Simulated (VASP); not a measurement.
# Which face does Rh expose?, part 3 of 5

How do surface energy, work function and relaxation of Rh depend on the face?

VASP 6.6.1; PBEsol; plane waves and PAW (Rh).

So far. Step 3 (The bulk reference, job self-consistent run, k-mesh …): The run ends at a pressure of -1.07 GPa. Step 4 (Relaxing the slab, 7 atoms, face Rh(111)): The run ended after 10 ionic steps, 0.022 eV below its first step, once the forces on the free atoms met EDIFFG = -0.03.

**5. Vacuum level and density of states, 7 atoms, face Rh(111)**

A static run writes the electrostatic potential without exchange and correlation (LVHAR), which is flat in the vacuum and gives the level to count from. The dipole correction cancels the field that unlike faces would set up across the vacuum.

INCAR reads:

```
SYSTEM = Rh
PREC = Normal
ENCUT = 320
EDIFF = 1E-06
NELM = 120
ISMEAR = 1
SIGMA = 0.15
LREAL = .FALSE.
ALGO = Fast
GGA = PS
NBANDS = 39
LASPH = .TRUE.
LORBIT = 11
LWAVE = .FALSE.
LCHARG = .TRUE.
KPAR = 4
IDIPOL = 3
LDIPOL = .TRUE.
DIPOL = 0.5 0.5 0.5
LVHAR = .TRUE.
LVACPOTAV = .TRUE.
NEDOS = 1500
```

POSCAR reads:

```
Rh
1.0
    2.6689205601      0.0000000000      0.0000000000
    1.3344602801      2.3113530057      0.0000000000
    0.0000000000      0.0000000000     28.0749870726
Rh
7
Direct
    0.0000000000      0.0000000000      0.2687354647
    0.3333333300      0.3333333300      0.3446757573
    0.6666666700      0.6666666700      0.4217669998
    0.0000000000      0.0000000000      0.5000000000
    0.3333333300      0.3333333300      0.5782330002
    0.6666666700      0.6666666700      0.6553242427
    0.0000000000      0.0000000000      0.7312645353
```

KPOINTS reads:

```
Automatic mesh
0
Gamma
15 15 1
0 0 0
```

Potentials, in the order of the species: Rh (PBE family, release 64).

Started as:

```bash
mpirun -np 4 vasp_std
```

The program printed:

```text
[... set-up lines as in an earlier step ...]
 entering main loop
       N       E                     dE             d eps       ncg     rms          rms(c)
DAV:   1     0.308967874890E+03    0.30897E+03   -0.23150E+04  2127   0.998E+02
DAV:   2    -0.427307503648E+02   -0.35170E+03   -0.32871E+03  2423   0.266E+02
DAV:   3    -0.587686203538E+02   -0.16038E+02   -0.14968E+02  2746   0.523E+01
DAV:   4    -0.595455767488E+02   -0.77696E+00   -0.75516E+00  2655   0.108E+01
DAV:   5    -0.595911956321E+02   -0.45619E-01   -0.43816E-01  2997   0.203E+00    0.298E+01
RMM:   6    -0.573887681332E+02    0.22024E+01   -0.11756E+01  2202   0.189E+01    0.164E+01
RMM:   7    -0.124607709560E+03   -0.67219E+02   -0.69050E+01  3396   0.305E+01    0.528E+01
RMM:   8    -0.801012769387E+02    0.44506E+02   -0.21852E+01  2690   0.144E+01    0.357E+01
RMM:   9    -0.677666487462E+02    0.12335E+02   -0.11831E+01  2486   0.132E+01    0.287E+01
RMM:  10    -0.564512826934E+02    0.11315E+02   -0.10486E+01  2616   0.106E+01    0.114E+01
RMM:  11    -0.554586828299E+02    0.99260E+00   -0.16640E+00  2450   0.370E+00    0.570E+00
RMM:  12    -0.552615517089E+02    0.19713E+00   -0.38537E-01  2443   0.154E+00    0.290E+00
RMM:  13    -0.552552642455E+02    0.62875E-02   -0.94819E-02  2813   0.590E-01    0.257E+00
RMM:  14    -0.552554742551E+02   -0.21001E-03   -0.14355E-02  2649   0.282E-01    0.249E+00
RMM:  15    -0.552477947505E+02    0.76795E-02   -0.14825E-01  3642   0.118E+00    0.172E+00
RMM:  16    -0.552338154417E+02    0.13979E-01   -0.98950E-03  2456   0.341E-01    0.116E+00
RMM:  17    -0.552302097835E+02    0.36057E-02   -0.30965E-02  2788   0.524E-01    0.871E-01
RMM:  18    -0.552276393220E+02    0.25705E-02   -0.17759E-03  2456   0.143E-01    0.656E-01
RMM:  19    -0.552247166236E+02    0.29227E-02   -0.10487E-03  2549   0.792E-02    0.338E-01
RMM:  20    -0.552239648938E+02    0.75173E-03   -0.71882E-04  2523   0.641E-02    0.165E-01
RMM:  21    -0.552239121390E+02    0.52755E-04   -0.13519E-03  2688   0.710E-02    0.128E-01
RMM:  22    -0.552237867152E+02    0.12542E-03   -0.78586E-05  2251   0.358E-02    0.549E-02
RMM:  23    -0.552238272389E+02   -0.40524E-04   -0.55088E-05  2503   0.164E-02    0.715E-02
RMM:  24    -0.552238263096E+02    0.92930E-06   -0.29503E-05  2446   0.161E-02    0.250E-02
RMM:  25    -0.552238496189E+02   -0.23309E-04   -0.14636E-05  1973   0.967E-03    0.703E-03
RMM:  26    -0.552238715898E+02   -0.21971E-04   -0.44405E-07  1423   0.510E-03    0.697E-03
RMM:  27    -0.552238979313E+02   -0.26342E-04   -0.17323E-07  1279   0.374E-03    0.796E-03
RMM:  28    -0.552239128860E+02   -0.14955E-04    0.89142E-07  1170   0.296E-03    0.525E-03
RMM:  29    -0.552239180285E+02   -0.51424E-05    0.67519E-07  1094   0.213E-03    0.215E-03
RMM:  30    -0.552239198867E+02   -0.18583E-05    0.79674E-07   595   0.141E-03    0.107E-03
RMM:  31    -0.552239209484E+02   -0.10617E-05    0.54875E-07   765   0.149E-03    0.437E-04
RMM:  32    -0.552239211865E+02   -0.23807E-06    0.48911E-07   225   0.921E-04
 -----------------------------------------------------------------------------
|                                                                             |
|           W    W    AA    RRRRR   N    N  II  N    N   GGGG   !!!           |
|           W    W   A  A   R    R  NN   N  II  NN   N  G    G  !!!           |
|           W    W  A    A  R    R  N N  N  II  N N  N  G       !!!           |
|           W WW W  AAAAAA  RRRRR   N  N N  II  N  N N  G  GGG   !            |
|           WW  WW  A    A  R   R   N   NN  II  N   NN  G    G                |
|           W    W  A    A  R    R  N    N  II  N    N   GGGG   !!!           |
|                                                                             |
|     Did not find any points to average over, which means that no vacuum     |
|     field-free region was found. Please increase the size of  your cell     |
|     in the dimension of the dipole correction to obtain accurate            |
|     workfunction values.                                                    |
|                                                                             |
 -----------------------------------------------------------------------------

   1 F= -.55223921E+02 E0= -.55225193E+02  d E =0.381397E-02
```

Wall time 65 s (4 MPI ranks of AMD EPYC 7R43, shared host); peak memory 0.61 GiB.

Parts of OUTCAR (step 5):

```text
   NELECT =      63.0000    total number of electrons

 dipolmoment           0.000000      0.000000      0.000000 electrons x Angstroem

 E-fermi :   4.1225

 k-point     1 :       0.0000    0.0000    0.0000
  band No.  band energies     occupation
    ...
     33       3.3177      2.00000
     34       3.5019      2.00000
     35       3.5019      2.00000
     36       4.0090      1.95643
     37       4.0090      1.95642
     38       4.6886     -0.00000
     39       5.0381     -0.00000

  Total       -3.0168832     -3.0168832     -0.8961980     -0.0000000      0.0000000     -0.0000000
  in kB      -27.9092129    -27.9092129     -8.2907357     -0.0000000      0.0000000     -0.0000000
  external PRESSURE =     -21.3697205 kB  Pullay stress =       0.0000000 kB

 POSITION                                       TOTAL-FORCE (eV/Angst)
 -----------------------------------------------------------------------------------
      0.00000      0.00000      7.54474        -0.000000     -0.000000      0.000970
      1.33446      0.77045      9.67677         0.000000     -0.000000      0.030208
      2.66892      1.54090     11.84110        -0.000000      0.000000      0.030604
      0.00000      0.00000     14.03749        -0.000000      0.000000     -0.000000
      1.33446      0.77045     16.23388        -0.000000     -0.000000     -0.030604
      2.66892      1.54090     18.39822         0.000000      0.000000     -0.030208
      0.00000      0.00000     20.53024         0.000000      0.000000     -0.000970
 -----------------------------------------------------------------------------------
    total drift:                                0.000000      0.000000      0.000000

  FREE ENERGIE OF THE ION-ELECTRON SYSTEM (eV)
  ---------------------------------------------------
  free  energy   TOTEN  =       -55.2239211865 eV

  energy  without entropy=      -55.2277351589  energy(sigma->0) =      -55.22519251

 vacuum level on the upper side and lower side of the slab         9.420         9.420

[... 8 parts as in an earlier step ...]

[... 9 further parts left out ...]
```

Numbers from this step:

* electronic cycles: 32
* Fermi energy: 4.122 eV
* dipole moment: 0, 0, 0 e·Å
* vacuum levels: 9.42, 9.42 eV
* work functions of the upper and lower face: 5.298, 5.298 eV

The planar average of the electrostatic potential oscillates, so the rows of the table below give means over windows of 2.23 Å about each position, cut where the curve ends. Its maxima inside the range that stand out by 2 % of the span (Å: eV): 8.6: -0.961, 10.8: -0.871, 12.9: -0.350, 15.2: -0.350, 17.3: -0.871, 19.5: -0.961. Its minima: 7.6: -22.0, 9.7: -22.4, 11.8: -22.3, 14.0: -22.4, 16.3: -22.3, 18.4: -22.4, 20.5: -22.0.

Zero at the Fermi level. The planar average of the electrostatic potential by height; means over each step:

| height (Å) | planar average of the electrostatic potential (eV) |
| --- | --- |
| 1.11 | 5.30 |
| 3.34 | 5.30 |
| 5.57 | 4.15 |
| 7.80 | -11.7 |
| 10.03 | -12.1 |
| 12.26 | -11.8 |
| 14.49 | -11.8 |
| 16.72 | -12.1 |
| 18.95 | -12.4 |
| 21.18 | -8.38 |
| 23.41 | 5.20 |
| 25.64 | 5.30 |
| 27.87 | 5.30 |

Density of states in the PAW spheres, an atom over height of the layer and energy from the Fermi level.

Ten even steps from '_' (0.00 states/eV) to '@' (2.06 states/eV), each cell a mean:
```
##@@@@%%@@@@##
%%**++++++**%%
##**++**++**##
%%++==**==++%%
##++##**##++##
**==**++**==**
##++++**++++##
@@++******++@@
@@@@@@@@@@@@@@
##@@%%%%%%@@##
==****++****==
==++******++==
==++++++++++==
++**==**==**++
**%%******%%**
==@@%%##%%@@==
::##**++**##::
__::::::::::__
______________
______________
______________
______________
```
Columns: height of the layer (Å) from 7.5 to 20.5; rows upwards: energy from the Fermi level (eV) from -7.9 to 0.5.

Valence density in the ca plane at fractional y = 0.000, with atoms of Rh within 0.2 Å of it. It is the smooth field of the valence electrons, not physical close to the nuclei.

Values in e/Å³, 5 rows by 16 columns, each cell a mean:
```
0.3 0.2 0.3 0.4 2.4 1.1 0.3 0.3 0.3 0.3 1.4 2.3 0.2 0.0 0.0 0.0
0.7 0.4 0.7 0.4 0.7 0.5 0.6 0.5 0.5 0.6 0.5 0.7 0.1 0.0 0.0 0.0
0.9 0.4 0.9 0.4 0.4 0.3 0.8 0.6 0.7 0.8 0.3 0.4 0.1 0.0 0.0 0.0
0.5 0.3 0.5 0.4 1.2 0.7 0.5 0.4 0.4 0.5 0.8 1.1 0.1 0.0 0.0 0.0
0.3 0.2 0.3 0.4 2.9 1.4 0.3 0.2 0.2 0.3 1.6 2.8 0.2 0.0 0.0 0.0
```
Columns run along c (16.0 Å, from fractional 0.34 to 0.91 of the cell), rows up along a (2.7 Å). Atoms in or near the plane, at fractional coordinates: Rh at (0.50, 0.00), Rh at (0.73, 0.00).

The map of layer states is cut here 0.5 eV above the Fermi level, so it leaves out the states above that.

The vacuum level lies 5.30 eV above the Fermi level at the upper face; both faces agree, as the slab has next to no dipole.

The program found no field-free point at its default tolerance, but its printed level agrees with the flat part of the planar average.

On this mesh the fine structure of the density of states is sampling noise, and high empty states may be cut by the number of bands.

**6. Relaxing the slab, 7 atoms, face Rh(100)**

INCAR reads:

```
SYSTEM = Rh
PREC = Normal
ENCUT = 320
EDIFF = 1E-05
NELM = 120
ISMEAR = 1
SIGMA = 0.15
LREAL = .FALSE.
ALGO = Fast
GGA = PS
NBANDS = 39
LASPH = .TRUE.
LORBIT = 11
LWAVE = .FALSE.
LCHARG = .FALSE.
KPAR = 4
IBRION = 2
NSW = 40
ISIF = 2
EDIFFG = -0.03
POTIM = 0.4
MAXMIX = 40
```

POSCAR reads:

```
Rh
1.0
    2.6689205601      0.0000000000      0.0000000000
    0.0000000000      2.6689205601      0.0000000000
    0.0000000000      0.0000000000     26.3232709590
Rh
7
Direct
    0.0000000000      0.0000000000      0.2849190000
    0.5000000000      0.5000000000      0.3566126700
    0.0000000000      0.0000000000      0.4283063300
    0.5000000000      0.5000000000      0.5000000000
    0.0000000000      0.0000000000      0.5716936700
    0.5000000000      0.5000000000      0.6433873300
    0.0000000000      0.0000000000      0.7150810000
```

KPOINTS reads:

```
Automatic mesh
0
Gamma
11 11 1
0 0 0
```

Started as:

```bash
mpirun -np 4 vasp_std
```

The program printed:

```text
[... set-up lines as in an earlier step ...]
 entering main loop
       N       E                     dE             d eps       ncg     rms          rms(c)
DAV:   1     0.307381036688E+03    0.30738E+03   -0.22906E+04  1645   0.986E+02
DAV:   2    -0.420964468916E+02   -0.34948E+03   -0.32616E+03  1885   0.262E+02
DAV:   3    -0.581265235752E+02   -0.16030E+02   -0.15026E+02  2186   0.523E+01
DAV:   4    -0.587269377410E+02   -0.60041E+00   -0.58183E+00  2016   0.956E+00
DAV:   5    -0.587546908453E+02   -0.27753E-01   -0.27421E-01  2371   0.180E+00    0.289E+01
RMM:   6    -0.557343532611E+02    0.30203E+01   -0.10790E+01  1651   0.184E+01    0.133E+01
RMM:   7    -0.104019940162E+03   -0.48286E+02   -0.57852E+01  2259   0.257E+01    0.491E+01
RMM:   8    -0.671843227551E+02    0.36836E+02   -0.13021E+01  1724   0.134E+01    0.289E+01
RMM:   9    -0.595376705816E+02    0.76467E+01   -0.70068E+00  1715   0.105E+01    0.220E+01
RMM:  10    -0.554387872554E+02    0.40989E+01   -0.54557E+00  1771   0.776E+00    0.955E+00
RMM:  11    -0.553000715337E+02    0.13872E+00   -0.12389E+00  1769   0.383E+00    0.831E+00
RMM:  12    -0.546205012915E+02    0.67957E+00   -0.20060E-01  1715   0.173E+00    0.385E+00
RMM:  13    -0.545518429230E+02    0.68658E-01   -0.70126E-02  1812   0.824E-01    0.223E+00
RMM:  14    -0.545552195012E+02   -0.33766E-02   -0.15351E-02  2034   0.293E-01    0.223E+00
RMM:  15    -0.545271093897E+02    0.28110E-01   -0.29820E-02  1811   0.486E-01    0.571E-01
RMM:  16    -0.545273412815E+02   -0.23189E-03   -0.10649E-02  1784   0.364E-01    0.762E-01
RMM:  17    -0.545232976892E+02    0.40436E-02   -0.19585E-03  1713   0.200E-01    0.119E-01
RMM:  18    -0.545236317075E+02   -0.33402E-03   -0.58058E-04  1811   0.915E-02    0.216E-01
RMM:  19    -0.545233449022E+02    0.28681E-03   -0.41532E-04  1765   0.639E-02    0.778E-02
RMM:  20    -0.545233741573E+02   -0.29255E-04   -0.24407E-04  1781   0.558E-02    0.914E-02
RMM:  21    -0.545233188001E+02    0.55357E-04   -0.51888E-05  1285   0.282E-02    0.463E-02
RMM:  22    -0.545233285689E+02   -0.97688E-05   -0.26384E-05  1056   0.191E-02
   1 F= -.54523329E+02 E0= -.54521292E+02  d E =-.545233E+02
 curvature:   0.00 expect dE= 0.000E+00 dE for cont linesearch  0.000E+00
 trial: gam= 0.00000 g(F)=  0.554E-01 g(S)=  0.000E+00 ort = 0.000E+00 (trialstep = 0.100E+01)
 search vector abs. value=  0.554E-01
 bond charge predicted
       N       E                     dE             d eps       ncg     rms          rms(c)
DAV:   1    -0.545594181877E+02   -0.36099E-01   -0.10323E+01  1666   0.132E+01    0.662E-01
RMM:   2    -0.545707700955E+02   -0.11352E-01   -0.58547E-02  1659   0.159E+00    0.102E+00
RMM:   3    -0.545697287778E+02    0.10413E-02   -0.17673E-02  1714   0.626E-01    0.937E-01
RMM:   4    -0.545632921865E+02    0.64366E-02   -0.52425E-03  1698   0.289E-01    0.294E-01
RMM:   5    -0.545630868549E+02    0.20533E-03   -0.98824E-04  1779   0.124E-01    0.193E-01
RMM:   6    -0.545630063234E+02    0.80531E-04   -0.34973E-04  1741   0.706E-02    0.395E-02
RMM:   7    -0.545630757421E+02   -0.69419E-04   -0.10460E-04  1536   0.335E-02    0.263E-02
RMM:   8    -0.545631436075E+02   -0.67865E-04   -0.24000E-05  1003   0.187E-02    0.291E-02
RMM:   9    -0.545631822595E+02   -0.38652E-04   -0.94076E-06   922   0.114E-02    0.170E-02
RMM:  10    -0.545632404264E+02   -0.58167E-04   -0.71247E-06   911   0.978E-03    0.937E-03
RMM:  11    -0.545632712974E+02   -0.30871E-04   -0.41782E-06   724   0.616E-03    0.932E-03
RMM:  12    -0.545632891685E+02   -0.17871E-04   -0.21556E-06   509   0.469E-03    0.204E-03
RMM:  13    -0.545632951993E+02   -0.60308E-05   -0.13155E-06   556   0.449E-03
   2 F= -.54563295E+02 E0= -.54561524E+02  d E =-.399666E-01
[...]
3 F= -.54570925E+02 E0= -.54569341E+02  d E =-.475960E-01
[...]
4 F= -.54570947E+02 E0= -.54569373E+02  d E =-.476183E-01
[...]
5 F= -.54573067E+02 E0= -.54571591E+02  d E =-.212047E-02
[...]
6 F= -.54573686E+02 E0= -.54572307E+02  d E =-.273927E-02
[...]
7 F= -.54574538E+02 E0= -.54573203E+02  d E =-.852125E-03
 ZBRENT: can't locate minimum, use default step
 trial-energy change:   -0.000852  1 .order   -0.000802   -0.000886   -0.000718
 step:   5.2912(harm=  6.9940)  dis= 0.01529  next Energy=   -54.576028 (dE=-0.234E-02)
 bond charge predicted
       N       E                     dE             d eps       ncg     rms          rms(c)
DAV:   1    -0.545759987939E+02   -0.14665E-02   -0.24443E+00  1638   0.649E+00    0.279E-01
RMM:   2    -0.545761340676E+02   -0.13527E-03   -0.10126E-02  1646   0.756E-01    0.230E-02
RMM:   3    -0.545762595072E+02   -0.12544E-03   -0.12510E-03  1664   0.254E-01    0.123E-02
RMM:   4    -0.545762950232E+02   -0.35516E-04   -0.31502E-04  1772   0.101E-01    0.664E-03
RMM:   5    -0.545763057414E+02   -0.10718E-04   -0.73864E-05  1390   0.425E-02    0.634E-03
RMM:   6    -0.545763087697E+02   -0.30283E-05   -0.10895E-05   854   0.158E-02
   8 F= -.54576309E+02 E0= -.54575064E+02  d E =-.262261E-02
 curvature:  -4.16 expect dE=-0.417E-03 dE for cont linesearch -0.314E-03
 trial: gam=-0.23219 g(F)=  0.100E-03 g(S)=  0.000E+00 ort = 0.257E-03 (trialstep = 0.212E+01)
 search vector abs. value=  0.280E-04
 reached required accuracy - stopping structural energy minimisation
```

Wall time 1.9 min (4 MPI ranks); peak memory 0.63 GiB; 7.5 min of CPU time.

OUTCAR, selected parts (step 6):

```text
   k-points           NKPTS =     21   k-points in BZ     NKDIM =     21   number of bands    NBANDS=     39

   ENCUT  =  320.0 eV  23.52 Ry    4.85 a.u.   3.89  3.89 38.39*2*pi/ulx,y,z

   NELECT =      63.0000    total number of electrons

 E-fermi :   3.4680

 k-point     1 :       0.0000    0.0000    0.0000
  band No.  band energies     occupation
    ...
     29       2.6238      2.00000
     30       2.9685      2.00003
     31       3.1997      2.02975
     32       3.1997      2.02975
     33       3.3761      1.85119
     34       3.7848     -0.01094
     35       3.9424     -0.00007
     36       3.9571     -0.00004
     37       3.9571     -0.00004
     38       4.0655     -0.00000
    ...

  Total       -3.0432993     -3.0432993     -0.9329187      0.0000000      0.0000000     -0.0000000
  in kB      -26.0042359    -26.0042359     -7.9715580      0.0000000      0.0000000     -0.0000000
  external PRESSURE =     -19.9933432 kB  Pullay stress =       0.0000000 kB

 POSITION                                       TOTAL-FORCE (eV/Angst)
 -----------------------------------------------------------------------------------
      2.66892      0.00000      7.56477        -0.000000     -0.000000      0.013928
      1.33446      1.33446      9.37480        -0.000000      0.000000      0.016518
      0.00000      0.00000     11.26394         0.000000      0.000000      0.028830
      1.33446      1.33446     13.16164         0.000000      0.000000      0.000000
      2.66892      0.00000     15.05934         0.000000     -0.000000     -0.028830
      1.33446      1.33446     16.94847         0.000000      0.000000     -0.016518
      0.00000      2.66892     18.75850        -0.000000     -0.000000     -0.013928
 -----------------------------------------------------------------------------------
    total drift:                                0.000000      0.000000      0.000000

  FREE ENERGIE OF THE ION-ELECTRON SYSTEM (eV)
  ---------------------------------------------------
  free  energy   TOTEN  =       -54.5763087697 eV

  energy  without entropy=      -54.5725741670  energy(sigma->0) =      -54.57506390

[... 1 part as in an earlier step ...]

[... 15 further parts left out ...]
```

The run keeps the 16 symmetry operations of its start, so it cannot find a distortion of lower symmetry.

Step by step:

```
step  energy less that of the first step (eV)  largest force (eV/Å)
   1                                   0.0000                0.6446
   2                                  -0.0400                0.3174
   3                                  -0.0476                0.1153
   4                                  -0.0476                0.1295
   5                                  -0.0497                0.0753
   6                                  -0.0504                0.0767
   7                                  -0.0512                0.0597
   8                                  -0.0530                0.0288
```

The atoms that moved most (Å):

```
atom     dx     dy      dz  length
 Rh1  0.000  0.000   0.065   0.065
 Rh7  0.000  0.000  -0.065   0.065
 Rh2  0.000  0.000  -0.012   0.012
 Rh6  0.000  0.000   0.012   0.012
 Rh5  0.000  0.000   0.010   0.010
 Rh3  0.000  0.000  -0.010   0.010
```

The relaxed structure:

```cif
data_structure
_symmetry_space_group_name_H-M 'P 1'
_symmetry_Int_Tables_number 1
_cell_length_a 2.6689
_cell_length_b 2.6689
_cell_length_c 26.3233
_cell_angle_alpha 90.000
_cell_angle_beta 90.000
_cell_angle_gamma 90.000
_cell_volume 187.50
loop_
_atom_site_label
_atom_site_type_symbol
_atom_site_fract_x
_atom_site_fract_y
_atom_site_fract_z
_atom_site_occupancy
Rh1 Rh 0.00000 0.00000 0.28738 1
Rh2 Rh 0.50000 0.50000 0.35614 1
Rh3 Rh 0.00000 0.00000 0.42791 1
Rh4 Rh 0.50000 0.50000 0.50000 1
Rh5 Rh 0.00000 0.00000 0.57209 1
Rh6 Rh 0.50000 0.50000 0.64386 1
Rh7 Rh 0.00000 0.00000 0.71262 1
```

Numbers from this step:

| Property | Result |
| --- | --- |
| electronic cycles | 65 |
| free energy (TOTEN) | -54.5763 eV |
| energy at zero smearing | -54.5751 eV |
| Fermi energy | 3.468 eV |

The run ended after 8 ionic steps, 0.053 eV below its first step, once the forces on the free atoms met EDIFFG = -0.03.

[end of part 3 of 5]

[Lines on the potential files, build, host, timing and source positions are cut from VASP's logs without a mark.]

[Logs are printed without paths, hosts, clocks, repeated set-up lines and the standing remarks that a program may print on its own settings, such as how far it seeks lower states.]

[Hosts, paths, dates, database ids (printed as entryN), source tags and the programs' standing remarks are cut or masked in the printed files.]

[Runs that stopped without an error message from VASP are left out.]
